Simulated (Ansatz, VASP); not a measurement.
**Cross-check of GaAs between VASP and Ansatz**

One calculation is typed for both programs; each brings its own data sets. How far apart do they land? The cell is taken from a series of runs on this material, whose earlier steps may have relaxed, scaled, displaced or heated it; both programs get it as it stands.

Main program and level: Ansatz 0.2.0; plane waves, with VASP 6.6.1 beside it; zone-centre phonons at LDA.

## (1) The structure

Symmetry: F-43m, No. 216, cubic system. The conventional cell has a = 5.584 Å, b = 5.584 Å, c = 5.584 Å, α = 90.00°, β = 90.00°, γ = 90.00°. Nearest to Ga lie 4 As at 2.42 Å. Nearest to As lie 4 Ga at 2.42 Å. Farther neighbours are not listed.

## (2) Ansatz: zone-centre phonons, LDA, pair 1

Ansatz runs on its PAW soft_1 files.

Second derivatives magnify differences that forces hide, and they need a tight electronic threshold.

Input file input.yaml:

```yaml
crystal:
  lattice:
    - [0.0, 2.7921931407, 2.7921931407]
    - [2.7921931407, 0.0, 2.7921931407]
    - [2.7921931407, 2.7921931407, 0.0]
  atoms:
    - { symbol: Ga, position: [0.0, 0.0, 0.0] }
    - { symbol: As, position: [0.75, 0.75, 0.75] }
kpoints:
  mp_grid: { grid: [12, 12, 12] }
hamiltonian:
  xc: lda
  pseudopotentials: { kind: paw, azcp: { folder: soft_1 }, xc_functional: pbe }
scf:
  occupations: { method: fixed }
output:
  eigenvalues: true
phonons:
  method: dfpt
  dielectric: true
  rigid_motions: translations
```

Command:

```console
$ ansatz run input.yaml --threads 4 --pin off --max-ram 10240MiB --backend cpu --events-out ev --progress --plain --runs-dir out
```

Numbers of over 12 decimals in the logs are rounded to 6 here.

The program printed:

```text
Engine: ansatz 0.2.0, aarch64-unknown-linux-gnu
Pseudopotentials: kind: paw
Pseudopotential: Ga, paw, valence charge 13, recommended cutoff 420 eV (normal), soft_1/Ga.paw.azcp
Pseudopotential: As, paw, valence charge 15, recommended cutoff 420 eV (normal), soft_1/As.paw.azcp
Functional definition: SPW92
  exchange = slater_x
  correlation = pw_c
Crystal: 2 atoms, lattice volume = 43.538 Å³
Basis set: ecut = 420 eV, 869 PW (Γ), exchange–correlation on 54×54×54 points (8 copies of the dense FFT grid, shifted against one another)
Bands: 18, of which v1, the nominal top of the filled ones, is band 14 counted from 1 (13 counted from 0)
Symmetry: 24 space group operations
k-points: 280 of 1728 (irreducible under 4 space group operations, time reversal used)
Non-local potential: Ga, projectors of the file, l = 0: 2, l = 1: 2, l = 2: 3, l = 3: 1
Non-local potential: As, projectors of the file, l = 0: 2, l = 1: 2, l = 2: 3, l = 3: 1
PAW form: soft (Blöchl's): semilocal exchange-correlation on the pseudo side does not see the compensation charge
PAW frozen core: Ga, regenerated for the run's functional, and the local potential with it (the file was generated under x = pbe(κ = 0.804, μ = 0.219515), c = pbe(β = 0.066725))
PAW frozen core: As, regenerated for the run's functional, and the local potential with it (the file was generated under x = pbe(κ = 0.804, μ = 0.219515), c = pbe(β = 0.066725))
PAW one-centre angular grid: Ga, 590 points (default); XC on 64 Gauss nodes
PAW one-centre angular grid: As, 590 points (default); XC on 64 Gauss nodes
Initial density: superposition of atomic densities (chi_scale 0.1, normalization cell, long waves kept (reshape's long-wave potential 0.00 eV rms))
Initial wavefunctions: pseudopotential atomic-orbital guess
Functional: x = slater, c = lda
SCF iter   1: F=—  HF=-8481.461310 eV  |F-HF|=—  |Δ(HF+E_count)|=         —  Δρ=4.29e-2  dr2=5.07e-1  ethr=3.10e-3  ⟨swp⟩=4.8  Hψ=22099  notcnv=0  defer=516
preconditioner: auto → none  [insulator: Δε(μ)=0.643 eV  Ē_g=15.930 eV  n_scr=14 (ndim 8)  ℏωp=23.9 eV  f_vac=0.000  ε∞_Penn≈3.2]
SCF iter   2: F=—  HF=-8481.330245 eV  |F-HF|=—  |Δ(HF+E_count)|=   1.31e-1  Δρ=1.77e-2  dr2=7.90e-2  ethr=1.81e-3  ⟨swp⟩=2.0  Hψ=7900  notcnv=0  defer=500
SCF iter   3: F=—  HF=-8481.310882 eV  |F-HF|=—  |Δ(HF+E_count)|=   1.94e-2  Δρ=5.42e-3  dr2=6.08e-3  ethr=2.82e-4  ⟨swp⟩=2.1  Hψ=8225  notcnv=0  defer=513
SCF iter   4: F=—  HF=-8481.306010 eV  |F-HF|=—  |Δ(HF+E_count)|=   4.87e-3  Δρ=1.01e-3  dr2=1.67e-4  ethr=2.17e-5  ⟨swp⟩=2.4  Hψ=8282  notcnv=0  defer=549
SCF iter   5: F=—  HF=-8481.306026 eV  |F-HF|=—  |Δ(HF+E_count)|=   1.53e-5  Δρ=2.04e-4  dr2=1.82e-5  ethr=5.97e-7  ⟨swp⟩=2.0  Hψ=9532  notcnv=0  defer=548
SCF iter   6: F=—  HF=-8481.306019 eV  |F-HF|=—  |Δ(HF+E_count)|=   7.02e-6  Δρ=6.19e-5  dr2=9.55e-7  ethr=6.51e-8  ⟨swp⟩=2.0  Hψ=9100  notcnv=0  defer=481
SCF iter   7: F=—  HF=-8481.306019 eV  |F-HF|=—  |Δ(HF+E_count)|=   8.73e-8  Δρ=1.47e-5  dr2=3.57e-8  ethr=3.41e-9  ⟨swp⟩=2.2  Hψ=8260  notcnv=0
SCF iter   8: F=—  HF=-8481.306019 eV  |F-HF|=—  |Δ(HF+E_count)|=   1.77e-8  Δρ=3.33e-6  dr2=2.06e-9  ethr=1.27e-10  ⟨swp⟩=2.0  Hψ=7840  notcnv=0
SCF iter   9: F=-8481.306019 eV  HF=-8481.306019 eV  |F-HF|=3.64e-12  |Δ(HF+E_count)|=   1.69e-9  Δρ=2.98e-7  dr2=1.11e-11  ethr=1.00e-12  ⟨swp⟩=6.2  Hψ=34344  notcnv=0
SCF 1 converged in 9 iterations: F = -8481.306019 eV  dr2 = 1.11e-11
  greatest PAW one-centre occupation: 0.999 electrons in one spin orbital (limit 2), on the As atom at site 1 (counted from 0), in its partial waves of l = 2
NSCF: frozen V_eff on 1 k-points
DFPT response loops at Γ: preconditioner auto → none (the input reference at scf.mixing.eps_inf says where Resta's filter doesn't serve); β = 0.50; Broyden in place of MSR1
── the response to a field inside a basis, on 14×14×14 k-points: an SCF that follows is theirs, and a resumed run solves both again ──
Bands: 15, of which v1, the nominal top of the filled ones, is band 14 counted from 1 (13 counted from 0)
k-points: 280
Initial density: handed on by an earlier stage of this run
Initial wavefunctions: pseudopotential atomic-orbital guess (no wavefunctions were taken with the density)
Eigensolver: Dense (280 Hₖ)
SCF iter   1: F=—  HF=-8481.305027 eV  |F-HF|=—  |Δ(HF+E_count)|=         —  Δρ=1.19e-4  dr2=2.82e-6  ethr=1.00e-1
preconditioner: auto → none  [insulator: Δε(μ)=0.605 eV  Ē_g=13.158 eV  n_scr=14 (ndim 8)  ℏωp=23.9 eV  f_vac=0.064  ε∞_Penn≈4.3]
SCF iter   2: F=—  HF=-8481.305026 eV  |F-HF|=—  |Δ(HF+E_count)|=   1.13e-6  Δρ=8.35e-5  dr2=1.34e-6  ethr=1.01e-8
SCF iter   3: F=—  HF=-8481.305026 eV  |F-HF|=—  |Δ(HF+E_count)|=   7.26e-8  Δρ=1.43e-5  dr2=6.91e-8  ethr=4.77e-9
SCF iter   4: F=-8481.305026 eV  HF=-8481.305026 eV  |F-HF|=6.65e-9  |Δ(HF+E_count)|=   1.39e-7  Δρ=3.83e-6  dr2=4.93e-9  ethr=2.47e-10
SCF 1 converged in 4 iterations: F = -8481.305026 eV  dr2 = 4.93e-9
DFPT response loops at Γ: mixed as the last ones told, above
WARN: field response: ε∞ stands inside a basis, on 14×14×14 points; the force constants stand on the 12×12×12 k-mesh, whose period is 9.43 times the interband length at k = (0.0000, 0.0000, 0.0000), direct gap 0.567 eV, under 14: take them and everything formed from them as unconverged, and compare with a denser kpoints.mp_grid
SCF converged after 9 iterations
Free energy (F): -8481.306019 eV
Harris-Foulkes:  -8481.306019 eV  (|F-HF|=3.64e-12)
Internal energy: -8481.306019 eV  (E = F + TS)
E sigma→0 (E₀):  -8481.306019 eV
Fermi energy:    8.111600 eV
--- Per-component energies (eV) ---
  E_band       = -319.243859
  E_kinetic    = 211.634630
  E_local      = -3613.138089  (includes V_loc(G=0)·N_el)
  E_nonlocal   = -481.039395
  E_hartree    = 2111.262117
  E_xc         = -134.052178
  E_vxc        = -131.399345  (∫ρ·V_xc dr)
  E_paw        = -3847.552074  (= ΣΔE_a)
  E_vpaw       = -527.825538  (= ΣTr[D̂ρ^β])
  E_aug_tail   = -0.000191  (compensation charges beyond the density's cutoff)
  E_ewald      = -2732.224548
  E_core_change = 3.803710  (= ΣΔE_core)
  E_smearing   = -0.000000  (= −TS)
  E_closure    = 0.000000  (closes the sum)
  Σ components = -8481.306019   (vs F -8481.306019, Δ=0.00e0)
--- Band table (eV; the first three rows and the last of 280) ---
  k-point 0: bands = [... 10 lower, -4.9408, 8.1116, 8.1116, 8.1116, 8.6791, 11.8109, 11.8109, 11.8109]
  k-point 1: bands = [... 10 lower, -4.8545, 6.8720, 7.9903, 7.9903, 9.5151, 11.9722, 11.9885, 11.9885]
  k-point 2: bands = [... 10 lower, -4.6032, 5.3206, 7.7073, 7.7073, 9.7515, 12.3824, 12.3824, 12.8068]
  k-point 279: bands = [... 10 lower, -2.2190, 1.2691, 4.3801, 4.5707, 12.7717, 12.8227, 13.5353, 14.0878]
--- Phonons (Γ-DFPT): 2 representative perturbations + reference, on 280 of 1728 k-points (Σ response iterations 6) ---
  k mesh reduced under 4 symmetry operations, with k and −k counted as one. Each operation leaves every solved perturbation unchanged. A smaller set is not considered because the run solves the response to a homogeneous field
  ASR residual: 1.991e-4 → 0.000e0 eV/Å²; symmetrization residual: 1.338e-6 eV/Å²
  ASR residual per site (eV/Å²): 1.99e-4 8.08e-5
  Γ frequencies (cm⁻¹): 0.00 0.00 0.00 272.11 272.11 272.11
  ε∞ (high-frequency dielectric tensor):
       13.674854     0.000000     0.000000
        0.000000    13.674854     0.000000
        0.000000     0.000000    13.674854
  ε⁰ (static dielectric tensor: ions relaxed, cell fixed):
       15.435842     0.000000     0.000000
        0.000000    15.435842     0.000000
        0.000000     0.000000    15.435842
  ε⁰ − ε∞ (ionic part):
        1.760988     0.000000     0.000000
        0.000000     1.760988     0.000000
        0.000000     0.000000     1.760988
  softest optical mode at Γ: 272.11 cm⁻¹; the repairs (sum rule, projections) moved no ω² at Γ by more than (0.90 cm⁻¹)²
  Born effective charges Z* (e; rows j = field, columns β = displacement):
    site 0:
         2.04120    0.00000    0.00000
         0.00000    2.04120    0.00000
         0.00000    0.00000    2.04120
    site 1:
        -2.04120   -0.00000   -0.00000
        -0.00000   -2.04120   -0.00000
        -0.00000   -0.00000   -2.04120
  Z* charge neutrality: 1.391e-4 e pre-enforcement
  solved inside a basis spanned on kpoints, on 14×14×14 k-points transformed towards the longest dipole: ε∞ is read to err by 3.9e-2, Z* by 1.6e-2 e (field_mesh: kpoints solves on kpoints); Z* is corrected for what the basis lacks
  optical modes at Γ without the LO–TO term, one row a degenerate level:
      ω (cm⁻¹)  modes    IR ((D/Å)²/amu)
        272.11      3             7.9850
  optical modes at Γ + LO–TO along q̂ = [1.0000, 0.0000, 0.0000]:
      ω (cm⁻¹)  modes    IR ((D/Å)²/amu)
        272.11      2             5.3233
        289.10      1             2.6617
  optical modes at Γ + LO–TO along q̂ = [0.0000, 1.0000, 0.0000]:
      ω (cm⁻¹)  modes    IR ((D/Å)²/amu)
        272.11      2             5.3233
        289.10      1             2.6617
  optical modes at Γ + LO–TO along q̂ = [0.0000, 0.0000, 1.0000]:
      ω (cm⁻¹)  modes    IR ((D/Å)²/amu)
        272.11      2             5.3233
        289.10      1             2.6617
```

Reading the cycles: dr2 is the Hartree energy of the density residual (eV), the measure of convergence; HF is the Harris–Foulkes estimate of the energy, which meets the free energy F at convergence.

(Continued in part 2 of 3.)

[Lines on the potential files, build, host, timing and source positions are cut from VASP's logs without a mark.]

[Logs are printed without paths, hosts, clocks, repeated set-up lines and the standing remarks that a program may print on its own settings, such as how far it seeks lower states.]

[Hosts, paths, dates, database ids (printed as entryN), source tags and the programs' standing remarks are cut or masked in the printed files.]
